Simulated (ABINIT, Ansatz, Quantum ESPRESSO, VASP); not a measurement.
# One structure in several programs: Sr₃SbN (Pm-3m, 5 atoms in the cell)

Self-consistent single point.

```
Sr3SbN
1.0
    5.19497     0.00000     0.00000
    0.00000     5.19497     0.00000
    0.00000     0.00000     5.19497
Sr Sb N
3 1 1
Direct
  0.00000   0.50000   0.50000
  0.50000   0.00000   0.50000
  0.50000   0.50000   0.00000
  0.00000   0.00000   0.00000
  0.50000   0.50000   0.50000
```

All programs got the same cell, k-point mesh and kind of occupations (in Ansatz's words: kpoints.mp_grid.grid = 5 5 5; scf.occupations.method = fermi_dirac; scf.occupations.width = 0.02 eV); potentials, basis and cutoffs are each program's usual ones.

```json
[
 {"code": "VASP", "model": "PBEsol, VASP's PBE PAW potentials (set 64)", "pressure (GPa)": "-1.98", "gap on the mesh (eV)": "0.212", "cutoff": "400 eV"},
 {"code": "Ansatz", "model": "PBEsol, PAW files made with PBE", "pressure (GPa)": "-1.75", "gap on the mesh (eV)": "0.252", "cutoff": "default"},
 {"code": "Quantum ESPRESSO", "model": "PBEsol, GBRV 1.5 ultrasoft (PBESOL) pseudopotentials", "pressure (GPa)": "-1.73", "gap on the mesh (eV)": "0.259", "cutoff": "40 Ry"},
 {"code": "ABINIT", "model": "PBEsol, norm-conserving pseudopotentials (PseudoDojo nc-sr-04 PBEsol standard)", "pressure (GPa)": "-1.73", "gap on the mesh (eV)": "0.254", "cutoff": "42 Ha"}
]
```

Gaps are read on the mesh.

The spread over the programs that give each value: pressure within 0.25 GPa; gap on the mesh within 0.047 eV.

The starting cell comes from a database of computed structures (which also holds hypothetical and non-ambient phases and stackings), without a prior relaxation at this level. On Ansatz's run: Spin-orbit coupling is off.

Q: Why do the programs differ, and what cannot be compared?

A: Differences of this kind can come from the potentials, where these differ, and from what each basis and cutoff leave unconverged. The valence holds different numbers of electrons (VASP 40, Ansatz (a program for electronic structure) 50, Quantum ESPRESSO 50, ABINIT 50). The zero of total energies and Fermi levels follows the potentials and each program's conventions, so they are not compared here. Ansatz's pressure is given at a fixed set of plane waves, as the other plane-wave codes print theirs; with its correction for the finite basis it is -1.70 GPa.

VASP's run is marked for a possible Pulay error in its stress at this cutoff; no cutoff test was made.

Left out of this page: GPAW, CP2K, Elk, FLEUR and SIESTA (not drawn, or without a comparable value).

Keys are those of Ansatz 0.2.
